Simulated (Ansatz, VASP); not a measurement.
**Ti2NO2 (Ti2NO2 MXene, 3 layers, AB): VASP beside Ansatz**

One calculation is typed for both programs; each brings its own data sets. How far apart do they land? The structure shown is the start of the Ansatz relaxation below; VASP solves that cell, so the two are compared at the walk's first step.

Method: plane waves, with VASP 6.6.1 beside it; single point at LDA, in Ansatz 0.2.0.

### Step 1. The structure

The cell holds 15 atoms: 6 O, 6 Ti and 3 N. Cell: a = 3.029 Å, b = 3.029 Å, c = 70.848 Å, α = 90.0°, β = 90.0°, γ = 120.0°. Vacuum lies along c.

Coordinates:

```
O Ti N
1.0
     3.02874    0.00000    0.00000
    -1.51437    2.62297    0.00000
     0.00000    0.00000   70.84752
O Ti N
6 6 3
Cartesian
  0.0000 1.7486 25.4500
  1.5144 0.8743 30.1658
  1.5144 0.8743 33.0658
  0.0000 0.0000 37.7817
  0.0000 1.7486 40.6817
  1.5144 0.8743 45.3975
  1.5144 0.8743 26.6129
  0.0000 1.7486 29.0030
  0.0000 0.0000 34.2287
  1.5144 0.8743 36.6188
  1.5144 0.8743 41.8445
  0.0000 1.7486 44.2347
  0.0000 0.0000 27.8079
  0.0000 1.7486 35.4238
  0.0000 0.0000 43.0396
```

### Step 2. Ansatz: relaxation, LDA

Ansatz runs on its default PAW (the set named soft_2) files.

The two programs are compared at the cell with which this relaxation starts, whose forces are those of its first step.

input.yaml reads:

```yaml
crystal:
  lattice:
    - [3.02874, 0.0, 0.0]
    - [-1.51437, 2.6229657815, 0.0]
    - [0.0, 0.0, 70.8475240034]
  atoms:
    - { symbol: O, position: [0.3333333333, 0.6666666667, 0.3592221515] }
    - { symbol: Ti, position: [0.6666666667, 0.3333333333, 0.3756357181], spin: 1.0 }
    - { symbol: "N", position: [0.0, 0.0, 0.3925037757] }
    - { symbol: Ti, position: [0.3333333333, 0.6666666667, 0.4093718332], spin: 1.0 }
    - { symbol: O, position: [0.6666666667, 0.3333333333, 0.4257853998] }
    - { symbol: O, position: [0.6666666667, 0.3333333333, 0.4667183758] }
    - { symbol: Ti, position: [0.0, 0.0, 0.4831319425], spin: 1.0 }
    - { symbol: "N", position: [0.3333333333, 0.6666666667, 0.5] }
    - { symbol: Ti, position: [0.6666666667, 0.3333333333, 0.5168680575], spin: 1.0 }
    - { symbol: O, position: [0.0, 0.0, 0.5332816242] }
    - { symbol: O, position: [0.3333333333, 0.6666666667, 0.5742146002] }
    - { symbol: Ti, position: [0.6666666667, 0.3333333333, 0.5906281668], spin: 1.0 }
    - { symbol: "N", position: [0.0, 0.0, 0.6074962243] }
    - { symbol: Ti, position: [0.3333333333, 0.6666666667, 0.6243642819], spin: 1.0 }
    - { symbol: O, position: [0.6666666667, 0.3333333333, 0.6407778485] }
  periodic: [true, true, false]
magnetization:
  spin_polarized: true
kpoints:
  mp_grid: { grid: [10, 10, 1] }
hamiltonian:
  xc: lda
scf:
  occupations: { method: fermi_dirac, width: 0.05 }
  convergence: { dr2_threshold: 1.0e-09 }
relax:
  f_tol: 0.015
  max_steps: 90
  cell: {}
output:
  write_potential: true
  write_density: true
  volumetric_format: npy
```

Started as:

```sh
$ ansatz run input.yaml --threads 4 --pin off --max-ram 6144MiB --backend cpu --events-out ev --progress --plain --runs-dir out
```

Numbers of over 12 decimals in the logs are rounded to 6 here.

The log of the run:

```text
Warning: relax.cell: scf.convergence.dr2_threshold = 1e-9 eV is looser than the 1.67251266742e-10 eV advised for a relaxation that steers and ends on the stress (1e-10 eV for each atom of the cell: 15, times the square of relax.cell.stress_2d_tol = 0.05 N/m over 29.9 Å (the atoms' height at the walk's start and 5 Å past either face), 1.670e-2 GPa, over a crystal's default 0.05). What an SCF threshold leaves in a stress goes as its square root, and in the free energy as the threshold itself, and one threshold admits the most on a small cell: [figures from the program's tests cut] Set scf.convergence.dr2_threshold to 1.67251266742e-10 eV or tighter. [rest of the remark cut]
Engine: ansatz 0.2.0, aarch64-unknown-linux-gnu
Pseudopotentials: kind: paw
Pseudopotential: O, paw, valence charge 6, recommended cutoff 420 eV (normal), O.paw.azcp
Pseudopotential: Ti, paw, valence charge 12, recommended cutoff 420 eV (normal), Ti.paw.azcp
Pseudopotential: N, paw, valence charge 5, recommended cutoff 420 eV (normal), N.paw.azcp
Functional definition: SPW92
  exchange = slater_x
  correlation = pw_c
Crystal: 15 atoms, lattice volume = 562.833 Å³
Basis set: ecut = 420 eV, 10869 PW (Γ)
Bands: 80, of which v1, the nominal top of the filled ones, is band 62 counted from 1 (61 counted from 0)
Symmetry: 6 space group operations
Space group: P3m1 (ITA 156), of the structure as read, at distance tolerance 8.3e-5 Å
Magnetic group: BNS 156.49 (UNI 1279), of the structure as read, at distance tolerance 8.3e-5 Å
k-points: 14 of 100 (time reversal used)
Non-local potential: O, projectors of the file, l = 0: 2, l = 1: 2, l = 2: 1
Non-local potential: Ti, projectors of the file, l = 0: 3, l = 1: 2, l = 2: 3, l = 3: 1
Non-local potential: N, projectors of the file, l = 0: 2, l = 1: 2, l = 2: 1
PAW form: soft (Blöchl's): semilocal exchange-correlation on the pseudo side does not see the compensation charge
PAW frozen core: O, regenerated for the run's functional, and the local potential with it (the file was generated under x = pbe(κ = 0.804, μ = 0.219515), c = pbe(β = 0.066725))
PAW frozen core: Ti, regenerated for the run's functional, and the local potential with it (the file was generated under x = pbe(κ = 0.804, μ = 0.219515), c = pbe(β = 0.066725))
PAW frozen core: N, regenerated for the run's functional, and the local potential with it (the file was generated under x = pbe(κ = 0.804, μ = 0.219515), c = pbe(β = 0.066725))
PAW one-centre angular grid: O, 110 points (default); XC on 64 Gauss nodes
PAW one-centre angular grid: Ti, 590 points (default); XC on 64 Gauss nodes
PAW one-centre angular grid: N, 110 points (default); XC on 64 Gauss nodes
Initial density: superposition of atomic densities (neutral atoms: chi_scale 0, normalization atom)
Starting moments: Σ|m| = 6 μB on 6 of 15 sites
Initial wavefunctions: pseudopotential atomic-orbital guess
Functional: x = slater, c = lda
SCF iter   1: F=—  HF=-19190.763037 eV  |F-HF|=—  |Δ(HF+E_count)|=         —  Δρ=6.05e-2 (↑6.05e-2 ↓4.50e-2)  dr2=7.05e1  dr2_m=1.46e0  M=1.974 μB ∫|m|=2.383 μB  β_m=0.30  ethr=3.10e-3  ⟨swp⟩=10.3  Hψ=13416  notcnv=0  defer=8
Mixer restart at iter 1: flushing history
preconditioner: auto → LDOS  [metal: Δε(μ)=0.011 eV  Ē_g=10.681 eV  σ=0.050 eV  W_gap=0.06  n_scr=46 (ndim 8)  ℏωp=13.6 eV  f_vac=0.676  D(μ)=5.41/eV (n_scr^D=28)]
spin=Collinear: LDOS preconditioning applied to the charge; magnetization (m = ρ↑ − ρ↓) channel mixes plain (no charge-response kernel on spin).
SCF iter   2: F=—  HF=-19177.826183 eV  |F-HF|=—  |Δ(HF+E_count)|=    1.29e1  Δρ=3.16e-2 (↑3.16e-2 ↓2.02e-2)  dr2=1.73e1  dr2_m=7.27e-1  M=1.700 μB ∫|m|=2.236 μB  β_m=0.42  ethr=3.10e-3  ⟨swp⟩=5.7  Hψ=6800  notcnv=0  defer=209
SCF iter   3: F=—  HF=-19174.074758 eV  |F-HF|=—  |Δ(HF+E_count)|=    3.75e0  Δρ=9.48e-3 (↑9.48e-3 ↓8.61e-3)  dr2=5.93e-1  dr2_m=1.95e-1  M=1.105 μB ∫|m|=1.689 μB  β_m=0.57  ethr=3.10e-3  ⟨swp⟩=5.1  Hψ=6134  notcnv=0  defer=215
SCF iter   4: F=—  HF=-19174.331111 eV  |F-HF|=—  |Δ(HF+E_count)|=   2.56e-1  Δρ=5.17e-3 (↑5.17e-3 ↓2.16e-3)  dr2=1.31e-1  dr2_m=5.59e-2  M=0.607 μB ∫|m|=1.020 μB  β_m=0.63  ethr=4.82e-4  ⟨swp⟩=5.5  Hψ=5480  notcnv=0  defer=159
SCF iter   5: F=—  HF=-19174.446464 eV  |F-HF|=—  |Δ(HF+E_count)|=         —  Δρ=3.17e-3 (↑1.97e-3 ↓3.17e-3)  dr2=2.17e-2  dr2_m=3.25e-2  M=0.046 μB ∫|m|=0.246 μB  β_m=0.63  ethr=1.07e-4  ⟨swp⟩=3.6  Hψ=5158  notcnv=0  defer=159
[...]
SCF converged after 4 iterations
Magnetization: -0.0000 μB (61.5000 up, 61.5000 down)
Absolute magnetization: 0.0000 μB (∫|ρ↑−ρ↓|, with the PAW one-centre terms)
Spin contamination: 0.0000 ħ² per cell (⟨S²⟩ above its minimum at these occupations)
Per-site moments (μB) at R_I (Å): [(-2.576229825191158e-9, 0.799206), (-3.580251646556037e-8, 0.799206), (2.5552220803289952e-8, 0.867937), (-3.69295220370878e-8, 0.799370), (2.1524444697725136e-10, 0.799370), (-2.5234271956426227e-8, 0.799306), (-5.3737188911813816e-8, 0.799306), (3.7614699670241676e-8, 0.867880), (-7.263269704540349e-8, 0.799424), (1.888661136810125e-8, 0.799424), (1.4728140238615846e-8, 0.799448), (-7.475164728054066e-8, 0.799448), (4.242008958385277e-8, 0.867894), (-6.183408482357e-8, 0.799180), (-1.81479570595741e-8, 0.799180)]
Free energy (F): -19178.093553 eV
Harris-Foulkes:  -19178.093553 eV  (|F-HF|=3.38e-9)
Internal energy: -19178.019145 eV  (E = F + TS)
E sigma→0 (E₀):  -19178.056349 eV
Entropy (-TS):   -0.074407 eV (-4.960 meV/atom)
Fermi energy:    -6.102224 eV
--- Per-component energies (eV) ---
  E_band       = -3251.541528
  E_kinetic    = 3092.227528
  E_local      = -1977266.248185  (includes V_loc(G=0)·N_el)
  E_nonlocal   = 490.620997
  E_hartree    = 986631.026867
  E_xc         = -1205.575344
  E_vxc        = -1533.263100  (∫ρ·V_xc dr)
  E_paw        = -7222.204041  (= ΣΔE_a)
  E_vpaw       = -1296.945476  (= ΣTr[D̂ρ^β])
  E_aug_tail   = 0.016058  (compensation charges beyond the density's cutoff)
  E_ewald      = 976299.339610
  E_core_change = 2.777363  (= ΣΔE_core)
  E_smearing   = -0.074407  (= −TS)
  E_closure    = -0.000000  (closes the sum)
  Σ components = -19178.093553   (vs F -19178.093553, Δ=0.00e0)
--- Forces (eV/Å), atoms counted from 1 ---
  atom   1  O      0.00000000     0.00000000    -0.00097121
  atom   2  Ti     0.00000000     0.00000000    -0.00263292
  atom   3  N      0.00000000    -0.00000000     0.00022710
  atom   4  Ti     0.00000000    -0.00000000     0.00287058
  atom   5  O      0.00000000    -0.00000000     0.00166533
  atom   6  O     -0.00000000     0.00000000    -0.00120580
  atom   7  Ti     0.00000000     0.00000000    -0.00321660
  atom   8  N      0.00000000     0.00000000     0.00003462
  atom   9  Ti     0.00000000    -0.00000000     0.00333437
  atom  10  O      0.00000000    -0.00000000     0.00068839
  atom  11  O      0.00000000     0.00000000    -0.00096812
  atom  12  Ti     0.00000000     0.00000000    -0.00326122
  atom  13  N      0.00000000    -0.00000000     0.00000119
  atom  14  Ti    -0.00000000    -0.00000000     0.00351535
  atom  15  O      0.00000000    -0.00000000     0.00130875
  max |Σ_I F_I| component: 1.39e-3 eV/Å
--- 2D stress c σ (N/m, compression-positive) ---
        0.018107      -0.000000       0.000000
        0.000000       0.018107       0.000000
        0.000000       0.000000       0.000000
  P = ½ c Tr σ = 0.0181 N/m
--- Band table (eV; the first three rows and the last of 28) ---
  k-point 0 ↑: bands = [... 58 lower, -8.3506, -8.3506, -6.0646, -6.0646, -6.0609, -6.0609, -6.0572, -6.0572, ... 14 higher]
  k-point 1 ↑: bands = [... 58 lower, -8.6601, -8.4817, -5.9794, -5.9706, -5.9604, -5.6895, -5.6858, -5.6828, ... 14 higher]
  k-point 2 ↑: bands = [... 58 lower, -8.7013, -8.6289, -6.2167, -6.1867, -6.1557, -5.2731, -5.2664, -5.2599, ... 14 higher]
  k-point 13 ↓: bands = [... 58 lower, -9.8322, -9.6828, -5.5640, -5.5480, -5.5336, -5.0917, -5.0569, -5.0307, ... 14 higher]
  the weakly bound empty levels are not read free of the cell's end (no_gap_told)
--- Relaxed structure (12 steps of the walk, 11 accepted, 2 SCFs on fresh bases) ---
  F+E_penalty+E_count = -19178.09355260 eV   max|allowed force component| = 3.423e-3 eV/Å   (the final SCF, on the basis selected at the relaxed cell)
  cell:  # Å, volume = 530.4167 Å³
    - [2.940228, 0, 0]
    - [-1.470114, 2.546312, 0]
    - [0, 0, 70.8475240034]
  atoms:
    - { symbol: O, position: [0.333333, 0.666667, 0.367817] }
    - { symbol: Ti, position: [0.666667, 0.333333, 0.380999] }
    - { symbol: N, position: [-1.3026308039393702e-17, -1.8503717076819063e-17, 0.398546] }
    - { symbol: Ti, position: [0.333333, 0.666667, 0.416094] }
    - { symbol: O, position: [0.666667, 0.333333, 0.429287] }
    - { symbol: O, position: [0.666667, 0.333333, 0.471161] }
    - { symbol: Ti, position: [-1.720297659949231e-17, -1.8503717076816632e-17, 0.484350] }
    - { symbol: N, position: [0.333333, 0.666667, 0.501894] }
    - { symbol: Ti, position: [0.666667, 0.333333, 0.519440] }
    - { symbol: O, position: [-1.881496122418073e-17, -1.850371707681667e-17, 0.532637] }
    - { symbol: O, position: [0.333333, 0.666667, 0.568814] }
    - { symbol: Ti, position: [0.666667, 0.333333, 0.582013] }
    - { symbol: N, position: [-2.5127357288157563e-17, -1.850371707681432e-17, 0.599560] }
    - { symbol: Ti, position: [0.333333, 0.666667, 0.617105] }
    - { symbol: O, position: [0.666667, 0.333333, 0.630285] }
```

In the SCF lines HF is the Harris–Foulkes energy and dr2 the Hartree energy of the density residual, in eV; the loop may stop once dr2 is under the threshold and the program's other checks hold. Hψ counts applications of the Hamiltonian.

(Part 1 of 2 ends here.)

[Lines on the potential files, build, host, timing and source positions are cut from VASP's logs without a mark.]

[Logs are printed without paths, hosts, clocks, repeated set-up lines and the standing remarks that a program may print on its own settings, such as how far it seeks lower states.]

[Hosts, paths, dates, database ids (printed as entryN), source tags and the programs' standing remarks are cut or masked in the printed files.]
